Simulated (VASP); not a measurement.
All values below come from PBE GGA, VASP's PBE PAW potentials (set 64) (plane waves; VASP).

VASP input:

INCAR:
```
ISMEAR  =  -5   ! tetrahedra, Bloechl
ENCUT  =  400
LWAVE  =  .False.
LREAL  =  .False.
ISIF  =  2
LCHARG  =  .True.
NEDOS  =  601   ! DOS grid
LORBIT  =  11   ! lm-projected
SYSTEM  =  LaAl
GGA  =  PE
NELM  =  100
EDIFF  =  1E-7
PREC  =  Accurate
LMAXMIX  =  6   ! l cut-off of mixed one-centre charges
ALGO  =  Normal   ! blocked Davidson
LASPH  =  .True.   ! aspherical one-centre terms
```

File POSCAR:
```
LaAl
1
    0.0000000000     3.5082733954     3.5082733954
    3.5082733954     0.0000000000     3.5082733954
    3.5082733954     3.5082733954     0.0000000000
La Al
1 1
Direct
  0.0000000000   0.0000000000   0.0000000000
  0.2500000000   0.2500000000   0.2500000000
```

**KPOINTS**
```
K-points
0
G
 10 10 10
0 0 0
```

POTCAR, in this order: La Al (PBE.64 set). Program: vasp_std.

Output of the run:

OUTCAR:
```
 ion  position               nearest neighbor table
   1  0.000  0.000  0.000-   2 3.04   2 3.04   2 3.04   2 3.04
   2  0.250  0.250  0.250-   1 3.04   1 3.04   1 3.04   1 3.04
  LATTYP: Found a face centered cubic cell.
 ALAT       =     7.0165467908
 Subroutine PRICEL returns:
 Original cell was already a primitive cell.
 Subroutine GETGRP returns: Found 24 space group operations
The static configuration has the point symmetry T_d .
The dynamic configuration has the point symmetry T_d .
 Subroutine INISYM returns: Found 24 space group operations
 Subroutine IBZKPT returns following result:
 Found     47 irreducible k-points:

 Following reciprocal coordinates:
            Coordinates               Weight
  0.000000  0.000000  0.000000      1.000000
  0.100000  0.000000  0.000000      8.000000
  0.200000  0.000000  0.000000      8.000000
  0.300000  0.000000  0.000000      8.000000
  0.400000  0.000000  0.000000      8.000000
  0.500000  0.000000  0.000000      4.000000
  0.100000  0.100000  0.000000      6.000000
  0.200000  0.100000  0.000000     24.000000
  0.300000  0.100000  0.000000     24.000000
  0.400000  0.100000  0.000000     24.000000
  0.500000  0.100000  0.000000     24.000000
 -0.400000  0.100000  0.000000     24.000000
 -0.300000  0.100000  0.000000     24.000000
 -0.200000  0.100000  0.000000     24.000000
 -0.100000  0.100000  0.000000     12.000000
  0.200000  0.200000  0.000000      6.000000
  0.300000  0.200000  0.000000     24.000000
  0.400000  0.200000  0.000000     24.000000
  0.500000  0.200000  0.000000     24.000000
 -0.400000  0.200000  0.000000     24.000000
 -0.300000  0.200000  0.000000     24.000000
 -0.200000  0.200000  0.000000     12.000000
  0.300000  0.300000  0.000000      6.000000
  0.400000  0.300000  0.000000     24.000000
  0.500000  0.300000  0.000000     24.000000
 -0.400000  0.300000  0.000000     24.000000
 -0.300000  0.300000  0.000000     12.000000
  0.400000  0.400000  0.000000      6.000000
  0.500000  0.400000  0.000000     24.000000
 -0.400000  0.400000  0.000000     12.000000
  0.500000  0.500000  0.000000      3.000000
  0.300000  0.200000  0.100000     24.000000
  0.400000  0.200000  0.100000     48.000000
  0.500000  0.200000  0.100000     48.000000
 -0.400000  0.200000  0.100000     24.000000
  0.400000  0.300000  0.100000     24.000000
  0.500000  0.300000  0.100000     48.000000
 -0.400000  0.300000  0.100000     48.000000
 -0.300000  0.300000  0.100000     48.000000
 -0.200000  0.300000  0.100000     24.000000
   k-points           NKPTS =     47   k-points in BZ     NKDIM =     47   number of bands    NBANDS=     11
   number of dos      NEDOS =    601   number of ions     NIONS =      2
   total plane-waves  NPLWV =  32768
   dimension x,y,z NGX =    32 NGY =   32 NGZ =   32
   dimension x,y,z NGXF=    64 NGYF=   64 NGZF=   64
   ions per type =               1   1
   PREC   = accura    normal or accurate (medium, high low for compatibility)
   ISTART =      0    job   : 0-new  1-cont  2-samecut
   ICHARG =      2    charge: 1-file 2-atom 10-const
   ISPIN  =      1    spin polarized calculation?
   LNONCOLLINEAR =      F non collinear calculations
   LSORBIT =      F    spin-orbit coupling
   INIWAV =      1    electr: 0-lowe 1-rand  2-diag
   ENCUT  =  400.0 eV  29.40 Ry    5.42 a.u.   8.09  8.09  8.09*2*pi/ulx,y,z
   NELM   =    100;   NELMIN=  2; NELMDL= -5     # of ELM steps
   EDIFF  = 0.1E-06   stopping-criterion for ELM
   LREAL  =      F    real-space projection
   NLSPLINE    = F    spline interpolate recip. space projectors
   LMAXMIX     =    6 max onsite mixed and CHGCAR
...
```

File OSZICAR:
```
       N       E                     dE             d eps       ncg     rms          rms(c)
DAV:   1     0.126723983821E+03    0.12672E+03   -0.39996E+03  1034   0.109E+03
DAV:   2     0.456770229071E+01   -0.12216E+03   -0.12062E+03  1610   0.210E+02
DAV:   3    -0.606015154100E+01   -0.10628E+02   -0.10445E+02  1321   0.921E+01
DAV:   4    -0.707701537840E+01   -0.10169E+01   -0.10063E+01  1951   0.278E+01
DAV:   5    -0.711750672374E+01   -0.40491E-01   -0.40460E-01  1644   0.500E+00    0.235E+00
DAV:   6    -0.705369508991E+01    0.63812E-01   -0.14119E-01  1977   0.343E+00    0.150E+00
DAV:   7    -0.704582357460E+01    0.78715E-02   -0.13253E-01  1692   0.269E+00    0.425E-01
DAV:   8    -0.704983112564E+01   -0.40076E-02   -0.14823E-02  2006   0.960E-01    0.204E-01
DAV:   9    -0.705023876471E+01   -0.40764E-03   -0.14434E-03  2044   0.397E-01    0.672E-02
DAV:  10    -0.705023418919E+01    0.45755E-05   -0.14918E-04  2025   0.140E-01    0.376E-02
DAV:  11    -0.705024062451E+01   -0.64353E-05   -0.28519E-05  2028   0.736E-02    0.559E-03
DAV:  12    -0.705024206072E+01   -0.14362E-05   -0.10270E-06  1430   0.680E-03    0.339E-03
DAV:  13    -0.705024266605E+01   -0.60533E-06   -0.18095E-07  1348   0.421E-03    0.113E-03
DAV:  14    -0.705024262375E+01    0.42300E-07   -0.94079E-08  1268   0.412E-03
   1 F= -.70502426E+01 E0= -.70502426E+01  d E =0.000000E+00
```

File OUTCAR:
```
------------------------ aborting loop because EDIFF is reached ----------------------------------------
  FORCE on cell =-STRESS in cart. coord.  units (eV):
  Direction    XX          YY          ZZ          XY          YZ          ZX
  --------------------------------------------------------------------------------------
  Total        0.0017203      0.0017203      0.0017203     -0.0000000      0.0000000     -0.0000000
  in kB        0.0319150      0.0319150      0.0319150     -0.0000000      0.0000000     -0.0000000
  external PRESSURE =       0.0319150 kB  Pullay stress =       0.0000000 kB
  volume of cell :       86.36
      direct lattice vectors                 reciprocal lattice vectors
     0.000000000  3.508273395  3.508273395    -0.142520250  0.142520250  0.142520250
     3.508273395  0.000000000  3.508273395     0.142520250 -0.142520250  0.142520250
     3.508273395  3.508273395  0.000000000     0.142520250  0.142520250 -0.142520250
 POSITION                                       TOTAL-FORCE (eV/Angst)
 -----------------------------------------------------------------------------------
      0.00000      0.00000      0.00000         0.000000      0.000000      0.000000
      1.75414      1.75414      1.75414        -0.000000     -0.000000     -0.000000
 -----------------------------------------------------------------------------------
    total drift:                                0.000000      0.000000      0.000000
  FREE ENERGIE OF THE ION-ELECTRON SYSTEM (eV)
  ---------------------------------------------------
  free  energy   TOTEN  =        -7.0502426238 eV

  energy  without entropy=       -7.0502426238  energy(sigma->0) =       -7.05024262

 total charge

# of ion       s       p       d       f       tot
--------------------------------------------------
    1        2.037   5.594   0.783   0.095   8.508
    2        0.527   0.321   0.000   0.000   0.848
--------------------------------------------------
tot          2.564   5.915   0.783   0.095   9.357
```
(Selected blocks of OUTCAR.)

For a metal the tetrahedron method with Blöchl corrections gives inexact stress and forces.

The structure was generated: LaAl was put into the zinc blende type (F-43m), which need not be its known phase. It was relaxed first, which changed the volume by -21 %.
